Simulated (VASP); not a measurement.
# CsHfSc (P4/mmm) in VASP: single point with PBE

Aim: the single point of CsHfSc with PBE.

All numbers are computed with VASP 6.6.1; they aren't measurements. Logs are shortened: lines on timing, memory, paths and dates and some standing lists are left out, and cuts for length are marked.

**1. The cell of the first run**

Symmetry: P4/mmm, No. 123, tetragonal system. Conventional cell: a = 4.938 Å, b = 4.938 Å, c = 5.392 Å, α = 90.00°, β = 90.00°, γ = 90.00°. Cs (site symmetry 4/mmm) is surrounded by 4 Hf at 3.49 Å. Around Hf (site symmetry 4/mmm) lie 2 Sc at 2.70 Å. Around Sc (site symmetry 4/mmm) lie 2 Hf at 2.70 Å.

The cell was built by a generator and needn't be a form met in nature.

**2. Single point, PBE (random cell by space group and Wyckoff sites (Cmmm, No. 65))**

Contents of INCAR:

```
PREC     = Accurate       # precision mode
ENCUT    = 520            # plane-wave cutoff, eV
EDIFF    = 1E-6           # SCF threshold, eV
ISMEAR   = 0              # smearing method
SIGMA    = 0.1            # smearing width, eV
LREAL    = F              # projectors in reciprocal space
LASPH    = T              # aspherical terms in the spheres
NELM     = 100            # most SCF steps
ALGO     = Fast           # electronic algorithm
ISIF     = 2              # what is computed and relaxed
LWAVE    = F              # write WAVECAR
LCHARG   = F              # write CHGCAR
GGA      = PE             # functional
NBANDS   = 22             # bands
```

Contents of KPOINTS:

```
regular mesh
0
Gamma
  10 10 10
```

Contents of POSCAR:

```
CsHfSc
1.0
    4.9383968236      0.0000000000      0.0000000000
    0.0000000000      4.9383968236      0.0000000000
    0.0000000000      0.0000000000      5.3923345897
Cs Hf Sc
1 1 1
Direct
    0.0000000000      0.0000000000      0.0000000000
    0.5000000000      0.5000000000      0.0000000000
    0.5000000000      0.5000000000      0.5000000000
```

Potentials or basis: VASP PAW PBE potentials, release 64 (Cs_sv, Hf_pv, Sc_sv).

On the command line:

```
> cat potpaw_PBE.64/Cs_sv/POTCAR potpaw_PBE.64/Hf_pv/POTCAR potpaw_PBE.64/Sc_sv/POTCAR > POTCAR
> mpirun -np 1 vasp_std > vasp.out
```

OUTCAR:

```text
PREC = Accurate
   ENCUT = 520
   EDIFF = 1E-6
   ISMEAR = 0
   LREAL = F
   LASPH = T
   NELM = 100
   ISIF = 2
   GGA = PE

 ion  position               nearest neighbor table
   1  0.000  0.000  0.000-   2 3.49   2 3.49   2 3.49   2 3.49
   2  0.500  0.500  0.000-   3 2.70   3 2.70   1 3.49   1 3.49   1 3.49   1 3.49
   3  0.500  0.500  0.500-   2 2.70   2 2.70

  LATTYP: Found a simple tetragonal cell.
 ALAT       =     4.9383968236
 C/A-ratio  =     1.0919200668

  Lattice vectors:

 A1 = (   4.9383968236,   0.0000000000,   0.0000000000)
 A2 = (   0.0000000000,   4.9383968236,   0.0000000000)
 A3 = (   0.0000000000,   0.0000000000,   5.3923345897)

Analysis of symmetry for initial positions (statically):
=====================================================================
 Subroutine PRICEL returns:
 Original cell was already a primitive cell.

 Routine SETGRP: Setting up the symmetry group for a
 simple tetragonal supercell.

 Subroutine GETGRP returns: Found 16 space group operations
 (whereof 16 operations were pure point group operations)
 out of a pool of 16 trial point group operations.

The static configuration has the point symmetry D_4h.

Analysis of symmetry for dynamics (positions and initial velocities):
=====================================================================
 Subroutine PRICEL returns:
 Original cell was already a primitive cell.

 Routine SETGRP: Setting up the symmetry group for a
 simple tetragonal supercell.

 Subroutine GETGRP returns: Found 16 space group operations
 (whereof 16 operations were pure point group operations)
 out of a pool of 16 trial point group operations.

The dynamic configuration has the point symmetry D_4h.

 Subroutine INISYM returns: Found 16 space group operations
 (whereof 16 operations are pure point group operations),
 and found     1 'primitive' translations

----------------------------------------------------------------------------------------

                                     Primitive cell

  volume of cell :     131.5070

  direct lattice vectors                    reciprocal lattice vectors
     4.938396824  0.000000000  0.000000000     0.202494865  0.000000000  0.000000000
     0.000000000  4.938396824  0.000000000     0.000000000  0.202494865  0.000000000
     0.000000000  0.000000000  5.392334590     0.000000000  0.000000000  0.185448433

  length of vectors
     4.938396824  4.938396824  5.392334590     0.202494865  0.202494865  0.185448433

  position of ions in fractional coordinates (direct lattice)
     0.000000000  0.000000000  0.000000000
     0.500000000  0.500000000  0.000000000
     0.500000000  0.500000000  0.500000000

  ion indices of the primitive-cell ions
   primitive index   ion index
                 1           1
                 2           2
                 3           3

----------------------------------------------------------------------------------------

 KPOINTS: regular mesh

Automatic generation of k-mesh.
 Grid dimensions read from file:
 generate k-points for:   10   10   10

 Generating k-lattice:

  Cartesian coordinates                     Fractional coordinates (reciprocal lattice)
     0.020249487  0.000000000  0.000000000     0.100000000  0.000000000  0.000000000
     0.000000000  0.020249487  0.000000000     0.000000000  0.100000000  0.000000000
     0.000000000  0.000000000  0.018544843     0.000000000  0.000000000  0.100000000

  Length of vectors
     0.020249487  0.020249487  0.018544843

  Shift w.r.t. Gamma in fractional coordinates (k-lattice)
     0.000000000  0.000000000  0.000000000

 Subroutine IBZKPT returns following result:
 ===========================================

 Found    126 irreducible k-points:

 Following reciprocal coordinates:
            Coordinates               Weight
  0.000000  0.000000  0.000000      1.000000
  0.100000  0.000000  0.000000      4.000000
  0.200000  0.000000  0.000000      4.000000
  0.300000  0.000000  0.000000      4.000000
  0.400000  0.000000  0.000000      4.000000
  0.500000  0.000000  0.000000      2.000000
[... 16 lines left out ...]
  0.100000  0.000000  0.100000      8.000000
  0.200000  0.000000  0.100000      8.000000
 [... further k-points ...]
   k-points           NKPTS =    126   k-points in BZ     NKDIM =    126   number of bands    NBANDS=     22
   number of dos      NEDOS =    301   number of ions     NIONS =      3
   total plane-waves  NPLWV =  64000
   dimension x,y,z NGX =    40 NGY =   40 NGZ =   40
   dimension x,y,z NGXF=    80 NGYF=   80 NGZF=   80
   ions per type =               1   1   1
   NGX,Y,Z   is equivalent  to a cutoff of  13.47, 13.47, 12.33 a.u.
   NGXF,Y,Z  is equivalent  to a cutoff of  26.93, 26.93, 24.66 a.u.
 SYSTEM =  unknown system
   PREC   = accura    normal or accurate (medium, high low for compatibility)
   ISTART =      0    job   : 0-new  1-cont  2-samecut
   ICHARG =      2    charge: 1-file 2-atom 10-const
   ISPIN  =      1    spin polarized calculation?
   LNONCOLLINEAR =      F non collinear calculations
   LSORBIT =      F    spin-orbit coupling
   LASPH  =      T    aspherical Exc in radial PAW
   ENCUT  =  520.0 eV  38.22 Ry    6.18 a.u.   9.18  9.18 10.03*2*pi/ulx,y,z
   NELM   =    100;   NELMIN=  2; NELMDL= -5     # of ELM steps
   EDIFF  = 0.1E-05   stopping-criterion for ELM
   LREAL  =      F    real-space projection
[... 7 lines left out ...]
   TEBEG  =    0.0;   TEEND  =   0.0 temperature during run
   PSTRESS=    0.0 pullay stress
   NELECT =      30.0000    total number of electrons
   NUPDOWN=      -1.0000    fix difference up-down
   EMIN   =  10.00;   EMAX   =-10.00  energy-range for DOS
   EFERMI =   0.00;   METHOD = LEGACY
   ISMEAR =     0;   SIGMA  =   0.10  broadening in eV -4-tet -1-fermi 0-gaus
   EFERMI_NEDOS =   21; number of points for ismear=-14 and -15
   IALGO  =     68    algorithm
   IMIX   =      4    mixing-type and parameters
     AMIX     =   0.40;   BMIX     =  1.00
     AMIX_MAG =   1.60;   BMIX_MAG =  1.00
  volume/ion in A,a.u.               =      43.84       295.82
  Fermi-wavevector in a.u.,A,eV,Ry     =   1.000305  1.890302 13.614119  1.000610
  Thomas-Fermi vector in A             =   2.132652
   LORBIT       =      0    0 simple, 1 ext, 2 COOP (PROOUT), +10 PAW based schemes
   GGA     = PE    functional components
   LHFCALC =     F    Hartree Fock is set to
   AEXX    =    0.0000 exact exchange contribution
   IVDW    =     0    specifies the selected vdW correction
   LEPSILON=     F    determine dielectric tensor
   LRPA    =     F    only Hartree local field effects (RPA)
 non-spin polarized calculation
 RMM-DIIS sequential band-by-band and
 Gauss-broadening in eV      SIGMA  =   0.10
  energy-cutoff  :      520.00
  volume of cell :      131.51
 maximum number of plane-waves:      3568
 NGX is ok and might be reduce to    40
   NGX = 19   NGY = 19   NGZ = 21

 number of electron      29.9999998 magnetization

 Free energy of the ion-electron system (eV)
  ---------------------------------------------------
  ext. energy  EPLUGINS =         0.00000000
  ---------------------------------------------------
  free energy    TOTEN  =       -11.56280193 eV

  energy without entropy =      -11.53533446  energy(sigma->0) =      -11.54906820

 E-fermi :   1.6288     XC(G=0):  -8.0049

 val. band max:        1.6285336321   @ k =   0.3000   0.1000   0.4000
 cond. band min:       1.6315408143   @ k =   0.3000   0.2000   0.3000
 fundamental gap:      0.0030071823
 Fermi energy:         1.6287665742

 k-point     1 :       0.0000    0.0000    0.0000
  band No.  band energies     occupation
      1     -48.0659      2.00000
      2     -29.6720      2.00000
      3     -29.6720      2.00000
      4     -29.4058      2.00000
      5     -26.8268      2.00000
      6     -26.8268      2.00000
[... 14 lines left out ...]
     21       4.1986      0.00000
     22       5.2349      0.00000

 k-point     2 :       0.1000    0.0000    0.0000
  band No.  band energies     occupation
      1     -48.0659      2.00000
      2     -29.6723      2.00000
      3     -29.6720      2.00000
      4     -29.4058      2.00000
      5     -26.8270      2.00000
      6     -26.8268      2.00000
[... 14 lines left out ...]
     21       4.1249      0.00000
     22       4.8403      0.00000

 k-point     3 :       0.2000    0.0000    0.0000
  band No.  band energies     occupation
      1     -48.0658      2.00000
      2     -29.6731      2.00000
      3     -29.6719      2.00000
      4     -29.4057      2.00000
      5     -26.8273      2.00000
      6     -26.8268      2.00000
[... 14 lines left out ...]
     21       3.9404      0.00000
     22       4.1181      0.00000

 k-point     4 :       0.3000    0.0000    0.0000
  band No.  band energies     occupation
      1     -48.0658      2.00000
      2     -29.6740      2.00000
      3     -29.6718      2.00000
      4     -29.4057      2.00000
      5     -26.8278      2.00000
      6     -26.8268      2.00000
[... 14 lines left out ...]
     21       3.6157      0.00000
     22       3.7280      0.00000

 k-point     5 :       0.4000    0.0000    0.0000
  band No.  band energies     occupation
      1     -48.0658      2.00000
      2     -29.6748      2.00000
      3     -29.6717      2.00000
      4     -29.4056      2.00000
      5     -26.8282      2.00000
      6     -26.8268      2.00000
[... 417 lines left out ...]
 k-point    22 :       0.0000    0.0000    0.1000
  band No.  band energies     occupation
      1     -48.0660      2.00000
      2     -29.6718      2.00000
      3     -29.6718      2.00000
      4     -29.3937      2.00000
      5     -26.8272      2.00000
      6     -26.8272      2.00000
[... 14 lines left out ...]
     21       4.2109      0.00000
     22       4.8138      0.00000

 k-point    23 :       0.1000    0.0000    0.1000
  band No.  band energies     occupation
      1     -48.0660      2.00000
      2     -29.6721      2.00000
      3     -29.6718      2.00000
      4     -29.3937      2.00000
      5     -26.8273      2.00000
      6     -26.8271      2.00000
[... 14 lines left out ...]
     21       4.1176      0.00000
     22       4.6719      0.00000

 k-point    24 :       0.2000    0.0000    0.1000
  band No.  band energies     occupation
      1     -48.0660      2.00000
      2     -29.6729      2.00000
      3     -29.6717      2.00000
      4     -29.3937      2.00000
      5     -26.8277      2.00000
      6     -26.8271      2.00000
[... 14 lines left out ...]
     21       3.8343      0.00000
     22       4.2171      0.00000

 [... further k-points ...]

------------------------ aborting loop because EDIFF is reached ----------------------------------------

  FORCE on cell =-STRESS in cart. coord.  units (eV):
  Direction    XX          YY          ZZ          XY          YZ          ZX
  --------------------------------------------------------------------------------------
  -------------------------------------------------------------------------------------
  Total       -0.0222791     -0.0222791     -0.0274418      0.0000000      0.0000000      0.0000000
  in kB       -0.2714305     -0.2714305     -0.3343288      0.0000000      0.0000000      0.0000000
  external PRESSURE =      -0.2923966 kB  Pullay stress =       0.0000000 kB

 VOLUME and BASIS-vectors are now :
 -----------------------------------------------------------------------------
  energy-cutoff  :      520.00
  volume of cell :      131.51
      direct lattice vectors                 reciprocal lattice vectors
     4.938396824  0.000000000  0.000000000     0.202494865  0.000000000  0.000000000
     0.000000000  4.938396824  0.000000000     0.000000000  0.202494865  0.000000000
     0.000000000  0.000000000  5.392334590     0.000000000  0.000000000  0.185448433

 POSITION                                       TOTAL-FORCE (eV/Angst)
 -----------------------------------------------------------------------------------
      0.00000      0.00000      0.00000         0.000000      0.000000      0.000000
      2.46920      2.46920      0.00000         0.000000      0.000000      0.000000
      2.46920      2.46920      2.69617         0.000000      0.000000      0.000000
 -----------------------------------------------------------------------------------
    total drift:                               -0.000000     -0.000000     -0.000000

  FREE ENERGIE OF THE ION-ELECTRON SYSTEM (eV)
  ---------------------------------------------------
  free  energy   TOTEN  =       -11.5628019330 eV

  energy  without entropy=      -11.5353344581  energy(sigma->0) =      -11.54906820
```

It took 8.3 min on 1 thread of Intel Xeon Platinum 8488C (Sapphire Rapids), shared host; peak memory 0.55 GiB.

What came out:

- Free energy: -11.5628 eV
- Pressure: 0.0 GPa
- Band gap on the k mesh: none (metal or under the smearing width)

Levels at points of the mesh, in eV from the Fermi level:
| k point | band 11 | band 12 | band 13 | band 14 | band 15 | band 16 | band 17 | band 18 | band 19 | band 20 |
| --- | --- | --- | --- | --- | --- | --- | --- | --- | --- | --- |
| (0.00, 0.00, 0.00) | -8.98 | -3.69 | -0.92 | -0.74 | -0.54 | -0.54 | 0.14 | 0.30 | 1.69 | 2.07 |
| (0.50, 0.00, 0.00) | -8.97 | -2.56 | -0.68 | -0.60 | -0.43 | -0.05 | 0.97 | 1.15 | 1.74 | 1.88 |
| (0.50, 0.50, 0.00) | -8.93 | -2.77 | -0.99 | -0.99 | -0.20 | 0.10 | 1.08 | 1.08 | 1.31 | 1.44 |
| (0.00, 0.00, 0.50) | -9.10 | -2.52 | -1.11 | -0.56 | 0.35 | 0.47 | 0.47 | 0.99 | 1.16 | 1.19 |
| (0.50, 0.00, 0.50) | -9.06 | -0.96 | -0.71 | -0.24 | -0.18 | 0.79 | 0.85 | 1.04 | 1.32 | 1.47 |
| (0.50, 0.50, 0.50) | -9.02 | -1.52 | -0.67 | -0.67 | 0.65 | 0.71 | 0.76 | 0.76 | 1.18 | 1.37 |

The run has no spin-orbit coupling, so splittings on Cs, Hf are missing.
